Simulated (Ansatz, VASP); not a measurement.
# Cross-check of Al3W between VASP and Ansatz, part 2 of 2

Aim: how closely do two programs agree when they are given the same cell, functional and k mesh? The cell is generated by rule, not measured, and may not be a known phase. The cell is taken from a series of runs on this material, whose earlier steps may have relaxed, scaled, displaced or heated it; both programs get it as it stands.

VASP 6.6.1 and Ansatz 0.2.0.

So far: Set-up; VASP: zone-centre phonons, PBEsol.

The structure was built from a prototype and need not be the compound's stable phase.

## (3) Ansatz: zone-centre phonons, PBEsol

Level of this step: Ansatz beside VASP: Kohn-Sham DFT, plane waves, PBEsol (Ansatz).

Ansatz runs on norm-conserving files, of PseudoDojo where its log says so.

The same cell, functional, mesh and smearing now go to Ansatz.

Input file input.yaml:

```yaml
crystal:
  lattice:
    - [3.9130313154, 0.0, 0.0]
    - [0.0, 3.9130313154, 0.0]
    - [0.0, 0.0, 3.9130313154]
  atoms:
    - { symbol: W, position: [0.0, 0.0, 0.0] }
    - { symbol: Al, position: [0.0, 0.5, 0.5] }
    - { symbol: Al, position: [0.5, 0.0, 0.5] }
    - { symbol: Al, position: [0.5, 0.5, 0.0] }
kpoints:
  mp_grid: { grid: [8, 8, 8] }
hamiltonian:
  xc: pbesol
  pseudopotentials: { kind: nc, accuracy: standard }
scf:
  occupations: { method: gaussian, width: 0.27211 }
output:
  eigenvalues: true
basis:
  ecutwfc: 843.553
phonons:
  method: dfpt
```

Launch:

```console
$ ansatz run input.yaml --threads 4 --pin off --max-ram 8192MiB --backend cpu --events-out ev --progress --plain --runs-dir out
```

Numbers of over 12 decimals in the logs are rounded to 6 here.

Log:

```text
Warning: basis.ecutwfc = 843.553 eV is below the records' recommended 1006.821291 eV, and the density's cutoff is lower with it unless basis.ecutrho_ratio is high enough to keep the records' density cutoff: compare with a run at a higher cutoff
zone centre: on kpoints.mp_grid the ground state, and the responses unless they are solved on pairs of k-points, stand on 125 of the mesh's 512 k-points, reduced under 8 symmetry operations, with k and −k counted as one. Each operation leaves every solved displacement unchanged or reverses it
Engine: ansatz 0.2.0, x86_64-unknown-linux-gnu
Pseudopotentials: kind: nc
Pseudopotential: W, nc, valence charge 14, recommended cutoff 1006.821291 eV (normal), W.nc.azcp (PseudoDojo's, or run here from an input of PseudoDojo's; its table is named by hamiltonian.pseudopotentials.accuracy)
Pseudopotential: Al, nc, valence charge 3, recommended cutoff 544.227725 eV (normal), Al.nc.azcp (PseudoDojo's, or run here from an input of PseudoDojo's; its table is named by hamiltonian.pseudopotentials.accuracy)
Functional definition: PBEsol
  exchange = pbesol_x
  correlation = pbesol_c
Crystal: 4 atoms, lattice volume = 59.916 Å³
Basis set: ecut = 843.553 eV, 3287 PW (Γ), exchange–correlation on 80×80×80 points (8 copies of the dense FFT grid, shifted against one another)
Bands: 16, of which v1, the nominal top of the filled ones, is band 12 counted from 1 (11 counted from 0)
Symmetry: 48 space group operations
k-points: 125 of 512 (irreducible under 8 space group operations)
Non-local potential: W, projectors of the file, l = 0: 2, l = 1: 2, l = 2: 2, l = 3: 2
Non-local potential: Al, projectors of the file, l = 0: 2, l = 1: 2, l = 2: 2
Initial density: superposition of atomic densities (chi_scale 0.1, normalization cell, long waves kept (reshape's long-wave potential 0.00 eV rms))
Initial wavefunctions: pseudopotential atomic-orbital guess
Functional: x = pbesol(κ = 0.804, μ = 0.123457), c = pbesol(β = 0.046)
SCF iter   1: F=—  HF=-2253.177525 eV  |F-HF|=—  |Δ(HF+E_count)|=         —  Δρ=4.93e-2  dr2=2.10e0  ethr=3.10e-3  ⟨swp⟩=5.9  Hψ=10758  notcnv=0
preconditioner: auto → Kerker (q_TF=auto, 2.326 Å⁻¹)  [metal: Δε(μ)=0.045 eV  Ē_g=6.444 eV  σ=0.272 eV  W_gap=0.09  n_scr=18 (ndim 8)  ℏωp=18.6 eV  f_vac=0.000  D(μ)=2.69/eV (n_scr^D=26)]
SCF iter   2: F=—  HF=-2252.729191 eV  |F-HF|=—  |Δ(HF+E_count)|=   4.48e-1  Δρ=1.79e-2  dr2=1.74e-1  ethr=3.10e-3  ⟨swp⟩=2.9  Hψ=4767  notcnv=0
SCF iter   3: F=—  HF=-2252.683398 eV  |F-HF|=—  |Δ(HF+E_count)|=   4.58e-2  Δρ=9.03e-3  dr2=4.96e-2  ethr=7.55e-4  ⟨swp⟩=1.0  Hψ=2000  notcnv=0
SCF iter   4: F=—  HF=-2252.664235 eV  |F-HF|=—  |Δ(HF+E_count)|=   1.92e-2  Δρ=9.19e-4  dr2=5.91e-4  ethr=2.16e-4  ⟨swp⟩=2.1  Hψ=2962  notcnv=0
SCF iter   5: F=—  HF=-2252.664139 eV  |F-HF|=—  |Δ(HF+E_count)|=   9.60e-5  Δρ=2.48e-4  dr2=4.96e-5  ethr=2.57e-6  ⟨swp⟩=2.3  Hψ=2916  notcnv=0
SCF iter   6: F=—  HF=-2252.664131 eV  |F-HF|=—  |Δ(HF+E_count)|=   8.60e-6  Δρ=2.10e-5  dr2=2.83e-7  ethr=2.16e-7  ⟨swp⟩=2.1  Hψ=2558  notcnv=0
SCF iter   7: F=—  HF=-2252.664138 eV  |F-HF|=—  |Δ(HF+E_count)|=   6.88e-6  Δρ=3.86e-6  dr2=9.31e-9  ethr=1.23e-9  ⟨swp⟩=2.1  Hψ=3535  notcnv=0
SCF iter   8: F=—  HF=-2252.664138 eV  |F-HF|=—  |Δ(HF+E_count)|=   1.79e-9  Δρ=7.84e-7  dr2=4.65e-10  ethr=4.05e-11  ⟨swp⟩=2.3  Hψ=2949  notcnv=0
SCF iter   9: F=—  HF=-2252.664138 eV  |F-HF|=—  |Δ(HF+E_count)|=  1.02e-10  Δρ=2.05e-7  dr2=4.25e-11  ethr=2.02e-12  ⟨swp⟩=2.1  Hψ=2782  notcnv=0
SCF iter  10: F=-2252.664138 eV  HF=-2252.664138 eV  |F-HF|=4.55e-13  |Δ(HF+E_count)|=  9.09e-12  Δρ=1.49e-8  dr2=1.25e-13  ethr=1.00e-12  ⟨swp⟩=6.0  Hψ=9877  notcnv=0
the search or the solves at the SCF's close seem to have found levels that the self-consistency loop had missed (the run counts 3). By its estimate they hold under 1e-12 electrons; where the run keeps them, the occupations were computed again with them
SCF 1 converged in 10 iterations: F = -2252.664138 eV  dr2 = 1.25e-13
DFPT response loops at Γ: preconditioner auto → Kerker (q_TF=auto, 2.326 Å⁻¹) (partly filled bands, converged f_vac=0.000); β = 1.00, the filter's whole step (`scf.mixing.beta` (0.50) is not read by the response loops under this deck's `scf.mixing.preconditioner`; to damp them name `kerker` or `kerker_dos`, under which they read `scf.mixing.beta`, and type it under 1.00, their step now; both keys bind the ground state too); Broyden in place of MSR1
SCF converged after 10 iterations
Free energy (F): -2252.664138 eV
Harris-Foulkes:  -2252.664138 eV  (|F-HF|=4.55e-13)
Internal energy: -2252.549167 eV  (E = F + TS)
E sigma→0 (E₀):  -2252.606652 eV
Entropy (-TS):   -0.114971 eV (-28.743 meV/atom)
Fermi energy:    12.644270 eV
--- Per-component energies (eV) ---
  E_band       = -148.707842
  E_kinetic    = 630.712239
  E_local      = -1703.342875  (includes V_loc(G=0)·N_el)
  E_nonlocal   = 376.468639
  E_hartree    = 475.031154
  E_xc         = -539.267598
  E_vxc        = -402.608144  (∫ρ·V_xc dr)
  E_ewald      = -1492.150726
  E_smearing   = -0.114971  (= −TS)
  E_closure    = 0.000000  (closes the sum)
  Σ components = -2252.664138   (vs F -2252.664138, Δ=0.00e0)
--- Band table (eV; the first three rows and the last of 125) ---
  k-point 0: bands = [... 8 lower, 10.4034, 10.4034, 11.6971, 11.6971, 11.6971, 12.6130, 18.0066, 18.0066]
  k-point 1: bands = [... 8 lower, 10.1542, 10.2734, 11.7391, 11.9853, 11.9853, 13.4509, 16.6334, 18.2336]
  k-point 2: bands = [... 8 lower, 9.7410, 10.7254, 11.8447, 12.5415, 12.5415, 14.5503, 15.3081, 17.7726]
  k-point 124: bands = [... 8 lower, 9.0604, 9.0604, 9.0604, 11.1691, 13.2147, 13.2147, 16.1650, 16.1650]
--- Phonons (Γ-DFPT): 3 representative perturbations + reference, on 125 of 512 k-points (Σ response iterations 9) ---
  k mesh reduced under 8 symmetry operations, with k and −k counted as one. Each operation leaves every solved displacement unchanged or reverses it
  ASR residual: 8.263e-5 → 0.000e0 eV/Å²; symmetrization residual: 2.644e-6 eV/Å²
  ASR residual per site (eV/Å²): 8.26e-5 3.34e-6 3.34e-6 3.34e-6
  Γ frequencies (cm⁻¹): 0.00 0.00 0.00 190.11 190.11 190.11 277.59 277.59 277.59 352.78 352.78 352.78
  non-analytic LO–TO correction: not included (Born effective charges unavailable; polar crystals: no LO–TO splitting at Γ)
```

Reading the cycles: dr2 is the Hartree energy of the density residual (eV), the measure of convergence; HF is the Harris–Foulkes estimate of the energy, which meets the free energy F at convergence.

## (4) Differences

Known differences besides the potentials themselves: the data sets hold 23 valence electrons in Ansatz (on norm-conserving files, of PseudoDojo where its log says so) and 15 in VASP; the cutoff is 843.553 eV in Ansatz and 600 eV in VASP; Ansatz's log warns that its cutoff lies below the recommended one. Total energies have different zeros and are not compared.

The two programs side by side:

| quantity | Ansatz | VASP | difference |
| --- | --- | --- | --- |
| optical mode 1 to 3 (cm⁻¹) | 190.1 | 189.4 | +0.36 % |
| optical mode 4 to 6 (cm⁻¹) | 277.6 | 276.4 | +0.42 % |
| optical mode 7 to 9 (cm⁻¹) | 352.8 | 351.6 | +0.33 % |

Modes are paired by rising frequency, not by their patterns, so a pair may set unlike modes beside each other; they are those without the splitting of longitudinal modes.

## (5) Outcome

| Quantity | Value |
| --- | --- |
| r.m.s. difference of the optical zone-centre modes, each program's sorted by frequency (zone-centre phonons, PBEsol) | 1.0 cm⁻¹ |

In words: The r.m.s. difference of the optical zone-centre modes, each program's sorted by frequency is 1.0 cm⁻¹ (zone-centre phonons, PBEsol). The data sets hold unlike numbers of valence electrons (23 in Ansatz and 15 in VASP), so part of the differences comes from the potentials. Such differences can come from data sets, numerical settings and the points named under the comparisons, not from the functional's error against experiment.

[Lines on the potential files, build, host, timing and source positions are cut from VASP's logs without a mark.]

[Logs are printed without paths, hosts, clocks, repeated set-up lines and the standing remarks that a program may print on its own settings, such as how far it seeks lower states.]

[Hosts, paths, dates, database ids (printed as entryN), source tags and the programs' standing remarks are cut or masked in the printed files.]
